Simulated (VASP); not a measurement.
# CsLiCr2Te2S3 (R32) in VASP: single point with PBE+D4

Aim: the single point of CsLiCr2Te2S3 with PBE+D4.

Everything below comes from runs of VASP 6.6.1. Logs are shortened: lines on timing, memory, paths and dates and some standing lists are left out, and cuts for length are marked.

### Step 1. The structure

It takes space group R32 (No. 155, trigonal). The conventional cell has a = 6.567 Å, b = 6.567 Å, c = 19.173 Å, α = 90.00°, β = 90.00°, γ = 120.00°. Around Cs (site symmetry 32) lie 6 Te at 3.79 Å and 6 S at 3.83 Å and 2 Cr at 3.92 Å. Li (site symmetry 32) is surrounded by 3 S at 2.37 Å. Around Cr (site symmetry 3) lie 3 S at 2.22 Å and 1 Te at 2.43 Å. Te (site symmetry 3) has 1 Cr at 2.43 Å as nearest neighbours. S (site symmetry 2) has 2 Cr at 2.22 Å and 1 Li at 2.37 Å as nearest neighbours.

The cell was built by a generator and needn't be a form met in nature.

### Step 2. Single point, PBE+D4, collinear spin, typed start

Contents of INCAR:

```
SYSTEM = CsLiCr2Te2S3
PREC = Accurate ; ENCUT = 520
EDIFF = 1E-6 ; ISMEAR = -1
SIGMA = 0.05 ; LREAL = .FALSE.
LASPH = .TRUE. ; NELM = 150
ALGO = Fast ; ISIF = 2
LWAVE = .FALSE. ; LCHARG = .TRUE.
ISPIN = 2 ; MAGMOM = 0 0 3 3 0 0 0 0 0
LORBIT = 11 ; LMAXMIX = 4
GGA = PE ; IVDW = 13
LELF = .TRUE. ; LVHAR = .TRUE.
NBANDS = 47
```

Contents of KPOINTS:

```
regular mesh
0
G
  3 3 3
  0 0 0
```

Contents of POSCAR:

```
CsLiCr2Te2S3
1.0
    3.2833448342      1.8956384756      6.3909157574
   -3.2833448342      1.8956384756      6.3909157574
    0.0000000000     -3.7912815960      6.3909143797
Cs Li Cr Te S
1 1 2 2 3
Direct
    0.0000000000      0.0000000000      0.0000000000
    0.5000000000      0.5000000000      0.5000000000
    0.7957746901      0.7957746901      0.7957746901
    0.2042253099      0.2042253099      0.2042253099
    0.6689752379      0.6689752379      0.6689752379
    0.3310247621      0.3310247621      0.3310247621
    0.1386416004      0.8613583996      0.5000000000
    0.5000000000      0.1386416004      0.8613583996
    0.8613583996      0.5000000000      0.1386416004
```

Potentials or basis: VASP PAW PBE potentials, release 64 (Cs_sv, Li_sv, Cr_pv, Te, S).

The run is started by

```
> cat potpaw_PBE.64/Cs_sv/POTCAR potpaw_PBE.64/Li_sv/POTCAR potpaw_PBE.64/Cr_pv/POTCAR potpaw_PBE.64/Te/POTCAR potpaw_PBE.64/S/POTCAR > POTCAR
> mpirun -np 1 vasp_std > vasp.out
```

OUTCAR:

```text
SYSTEM = CsLiCr2Te2S3
   PREC = Accurate
   ENCUT = 520
   EDIFF = 1E-6
   ISMEAR = -1
   LREAL = .FALSE.
   LASPH = .TRUE.
   NELM = 150
   ISIF = 2
   ISPIN = 2
   LORBIT = 11
   GGA = PE
   IVDW = 13

 ion  position               nearest neighbor table
   1  0.000  0.000  0.000-
   2  0.500  0.500  0.500-   8 2.37   9 2.37   7 2.37
   3  0.796  0.796  0.796-   7 2.22   8 2.22   9 2.22   5 2.43
   4  0.204  0.204  0.204-   7 2.22   9 2.22   8 2.22   6 2.43
   5  0.669  0.669  0.669-   3 2.43
   6  0.331  0.331  0.331-   4 2.43
   7  0.139  0.861  0.500-   3 2.22   4 2.22   2 2.37
   8  0.500  0.139  0.861-   3 2.22   4 2.22   2 2.37
   9  0.861  0.500  0.139-   4 2.22   3 2.22   2 2.37

  LATTYP: Found a trigonal (rhomboedric) cell.
 ALAT       =     7.4308547791
 COS(alpha) =     0.6095320056

  Lattice vectors:

 A1 = (   3.2833448342,   1.8956384756,   6.3909157574)
 A2 = (  -3.2833448342,   1.8956384756,   6.3909157574)
 A3 = (   0.0000000000,  -3.7912815960,   6.3909143797)

Analysis of symmetry for initial positions (statically):
=====================================================================
 Subroutine PRICEL returns:
 Original cell was already a primitive cell.

 Routine SETGRP: Setting up the symmetry group for a
 trigonal (rhombohedral) supercell.

 Subroutine GETGRP returns: Found  6 space group operations
 (whereof  6 operations were pure point group operations)
 out of a pool of 12 trial point group operations.

The static configuration has the point symmetry D_3 .

Analysis of symmetry for dynamics (positions and initial velocities):
=====================================================================
 Subroutine PRICEL returns:
 Original cell was already a primitive cell.

 Routine SETGRP: Setting up the symmetry group for a
 trigonal (rhombohedral) supercell.

 Subroutine GETGRP returns: Found  6 space group operations
 (whereof  6 operations were pure point group operations)
 out of a pool of 12 trial point group operations.

The dynamic configuration has the point symmetry D_3 .

Analysis of structural, dynamic, and magnetic symmetry:
=====================================================================
 Subroutine PRICEL returns:
 Original cell was already a primitive cell.

 Routine SETGRP: Setting up the symmetry group for a
 trigonal (rhombohedral) supercell.

 Subroutine GETGRP returns: Found  6 space group operations
 (whereof  6 operations were pure point group operations)
 out of a pool of 12 trial point group operations.

The overall configuration has the point symmetry D_3 .

 Subroutine INISYM returns: Found  6 space group operations
 (whereof  6 operations are pure point group operations),
 and found     1 'primitive' translations

----------------------------------------------------------------------------------------

                                     Primitive cell

  volume of cell :     238.6639

  direct lattice vectors                    reciprocal lattice vectors
     3.283344834  1.895638476  6.390915757     0.152283731  0.087921040  0.052157391
    -3.283344834  1.895638476  6.390915757    -0.152283731  0.087921040  0.052157391
     0.000000000 -3.791281596  6.390914380     0.000000000 -0.175842118  0.052157327

  length of vectors
     7.430854779  7.430854779  7.430854779     0.183414387  0.183414387  0.183414387

  position of ions in fractional coordinates (direct lattice)
     0.000000000  0.000000000  0.000000000
     0.500000000  0.500000000  0.500000000
     0.795774690  0.795774690  0.795774690
     0.204225310  0.204225310  0.204225310
     0.668975238  0.668975238  0.668975238
     0.331024762  0.331024762  0.331024762
     0.138641600  0.861358400  0.500000000
     0.500000000  0.138641600  0.861358400
     0.861358400  0.500000000  0.138641600

  ion indices of the primitive-cell ions
   primitive index   ion index
                 1           1
                 2           2
                 3           3
                 4           4
                 5           5
[... 43 lines left out ...]
   dimension x,y,z NGXF=   112 NGYF=  112 NGZF=  112
   ions per type =               1   1   2   2   3
   NGX,Y,Z   is equivalent  to a cutoff of  12.53, 12.53, 12.53 a.u.
   NGXF,Y,Z  is equivalent  to a cutoff of  25.06, 25.06, 25.06 a.u.
 SYSTEM =  CsLiCr2Te2S3
   PREC   = accura    normal or accurate (medium, high low for compatibility)
   ISTART =      0    job   : 0-new  1-cont  2-samecut
   ICHARG =      2    charge: 1-file 2-atom 10-const
   ISPIN  =      2    spin polarized calculation?
   LNONCOLLINEAR =      F non collinear calculations
   LSORBIT =      F    spin-orbit coupling
   LASPH  =      T    aspherical Exc in radial PAW
   ENCUT  =  520.0 eV  38.22 Ry    6.18 a.u.  13.82 13.82 13.82*2*pi/ulx,y,z
   NELM   =    150;   NELMIN=  2; NELMDL= -5     # of ELM steps
   EDIFF  = 0.1E-05   stopping-criterion for ELM
   LREAL  =      F    real-space projection
   EDIFFG = 0.1E-04   stopping-criterion for IOM
   NSW    =      0    number of steps for IOM
   IBRION =     -1    ionic relax: 0-MD 1-quasi-New 2-CG
   NFREE  =      0    steps in history (QN), initial steepest desc. (CG)
   ISIF   =      2    stress and relaxation
   ISYM   =      2    0-nonsym 1-usesym 2-fastsym
   POTIM  = 0.5000    time-step for ionic-motion
   TEBEG  =    0.0;   TEEND  =   0.0 temperature during run
   PSTRESS=    0.0 pullay stress
   NELECT =      66.0000    total number of electrons
   NUPDOWN=      -1.0000    fix difference up-down
   EMIN   =  10.00;   EMAX   =-10.00  energy-range for DOS
   EFERMI =   0.00;   METHOD = LEGACY
   ISMEAR =    -1;   SIGMA  =   0.05  broadening in eV -4-tet -1-fermi 0-gaus
   EFERMI_NEDOS =   21; number of points for ismear=-14 and -15
   IALGO  =     68    algorithm
   IMIX   =      4    mixing-type and parameters
     AMIX     =   0.40;   BMIX     =  1.00
     AMIX_MAG =   1.60;   BMIX_MAG =  1.00
  volume/ion in A,a.u.               =      26.52       178.95
  Fermi-wavevector in a.u.,A,eV,Ry     =   1.066581  2.015546 15.477925  1.137595
  Thomas-Fermi vector in A             =   2.202170
   LORBIT       =     11    0 simple, 1 ext, 2 COOP (PROOUT), +10 PAW based schemes
   GGA     = PE    functional components
   LHFCALC =     F    Hartree Fock is set to
   AEXX    =    0.0000 exact exchange contribution
   IVDW    =    13    specifies the selected vdW correction
   LEPSILON=     F    determine dielectric tensor
   LRPA    =     F    only Hartree local field effects (RPA)
 spin polarized calculation
 RMM-DIIS sequential band-by-band and
  energy-cutoff  :      520.00
  volume of cell :      238.66
 maximum number of plane-waves:      6443
   NGX = 27   NGY = 27   NGZ = 27

 number of electron      66.0000002 magnetization       4.0132634

 Free energy of the ion-electron system (eV)
  ---------------------------------------------------
  ext. energy  EPLUGINS =         0.00000000
  ---------------------------------------------------
  free energy    TOTEN  =       -45.57346350 eV

  energy without entropy =      -45.55233894  energy(sigma->0) =      -45.56290122

 E-fermi :   3.6366     XC(G=0):  -8.8686

 val. band max:        3.5670737798   @ k =   0.3333  -0.0000   0.0000
 cond. band min:       3.7613552907   @ k =   0.0000   0.0000   0.0000
 fundamental gap:      0.1942815109
 Fermi energy:         3.6366237609

 spin component 1

 k-point     1 :       0.0000    0.0000    0.0000
  band No.  band energies     occupation
      1     -42.2017      1.00000
      2     -40.6538      1.00000
      3     -40.6538      1.00000
      4     -40.6508      1.00000
      5     -40.6508      1.00000
      6     -40.5529      1.00000
[... 277 lines left out ...]
     44       9.1417      0.00000
     45       9.2361      0.00000
 Fermi energy:         3.6366237609

 spin component 2

 k-point     1 :       0.0000    0.0000    0.0000
  band No.  band energies     occupation
      1     -42.1913      1.00000
      2     -38.4512      1.00000
      3     -38.4504      1.00000
      4     -38.2225      1.00000
      5     -38.2225      1.00000
      6     -38.2186      1.00000
[... 277 lines left out ...]
     44       9.2136      0.00000
     45       9.3713      0.00000
 [bands above 45 left out]

------------------------ aborting loop because EDIFF is reached ----------------------------------------

  DFT-D4 for vdW energy calculation

  Edisp (eV):   -2.60838

  FORCE on cell =-STRESS in cart. coord.  units (eV):
  Direction    XX          YY          ZZ          XY          YZ          ZX
  --------------------------------------------------------------------------------------
  -------------------------------------------------------------------------------------
  Total       0.02610     0.02610    -0.13007     0.00000     0.00000    -0.00000
  in kB       0.17522     0.17522    -0.87320     0.00000     0.00000    -0.00000
  external pressure =       -0.17 kB  Pullay stress =        0.00 kB

 VOLUME and BASIS-vectors are now :
 -----------------------------------------------------------------------------
  energy-cutoff  :      520.00
  volume of cell :      238.66
      direct lattice vectors                 reciprocal lattice vectors
     3.283344834  1.895638476  6.390915757     0.152283731  0.087921040  0.052157391
    -3.283344834  1.895638476  6.390915757    -0.152283731  0.087921040  0.052157391
     0.000000000 -3.791281596  6.390914380     0.000000000 -0.175842118  0.052157327

 POSITION                                       TOTAL-FORCE (eV/Angst)
 -----------------------------------------------------------------------------------
      0.00000      0.00000      0.00000         0.000000      0.000000     -0.000000
      0.00000     -0.00000      9.58637         0.000000      0.000000     -0.000000
      0.00000     -0.00000     15.25719         0.000000      0.000000     -0.004218
      0.00000     -0.00000      3.91556         0.000000     -0.000000      0.004218
      0.00000     -0.00000     12.82609         0.000000     -0.000000      0.002144
      0.00000     -0.00000      6.34665         0.000000      0.000000     -0.002144
     -2.37293     -0.00000      9.58637        -0.003732      0.000000     -0.000000
      1.18646     -2.05502      9.58637         0.001866     -0.003232     -0.000000
      1.18646      2.05501      9.58637         0.001866      0.003232      0.000000
 -----------------------------------------------------------------------------------
    total drift:                                0.000000      0.000000     -0.000000

  FREE ENERGIE OF THE ION-ELECTRON SYSTEM (eV)
  ---------------------------------------------------
  free  energy   TOTEN  =       -48.1818418099 eV

  energy  without entropy=      -48.1607172558  energy(sigma->0) =      -48.17127953

 total charge

# of ion       s       p       d       tot
------------------------------------------
    1        1.836   4.698   0.046   6.580
    2        2.019   0.051   0.000   2.069
    3        0.347   6.298   4.185  10.830
    4        0.347   6.298   4.185  10.830
    5        1.386   1.994   0.022   3.403
    6        1.386   1.994   0.022   3.403
    7        1.332   2.425   0.000   3.757
    8        1.332   2.425   0.000   3.757
    9        1.332   2.425   0.000   3.757
--------------------------------------------------
tot         11.319  28.606   8.460  48.385

 magnetization (x)

# of ion       s       p       d       tot
------------------------------------------
    1       -0.000  -0.006  -0.002  -0.009
    2        0.002   0.002   0.000   0.004
    3        0.031   0.027   2.241   2.300
    4        0.031   0.027   2.241   2.300
    5       -0.006  -0.223   0.004  -0.225
    6       -0.006  -0.223   0.004  -0.225
    7       -0.003  -0.075   0.000  -0.079
    8       -0.003  -0.075   0.000  -0.079
    9       -0.003  -0.075   0.000  -0.079
--------------------------------------------------
tot          0.041  -0.621   4.488   3.908
```

It took 5.8 min on 1 thread of Intel Xeon Platinum 8488C (Sapphire Rapids), shared host; peak memory 0.63 GiB.

Results:

```
Free energy                                           : -48.1818 eV
Largest force                                         : 0.004 eV/Å
Band gap on the k mesh                                : none (metal or under the smearing width)
Net moment                                            : 4.01 μB per cell
Site moments                                          : Cs -0.01; Li +0.00; Cr +2.30; Te -0.23; S -0.08 μB
Valence electrons inside the program's atomic spheres : Cs 6.58; Li 2.07; Cr 10.83; Te 3.40; S 3.76
Dispersion energy per atom                            : -0.290 eV
```

Forces in eV/Å, atoms in the order of the input:
```
Cs   0.000  0.000  0.000
Li   0.000  0.000  0.000
Cr   0.000  0.000 -0.004
Cr   0.000  0.000  0.004
Te   0.000  0.000  0.002
Te   0.000  0.000 -0.002
S   -0.004  0.000  0.000
S    0.002 -0.003  0.000
S    0.002  0.003  0.000
```

Caveat: the k mesh is coarse (spacing up to 0.38 Å⁻¹), so the values aren't converged; the cutoff is under 1.25 times the usual one of these potentials, so pressure, stress and relaxed cells hold a basis-set (Pulay) error; pairwise dispersion overbinds metals, which lowers pressure and volume. With open d or f shells a metallic result of PBE can be an artefact of self-interaction; +U or a hybrid may open a gap.
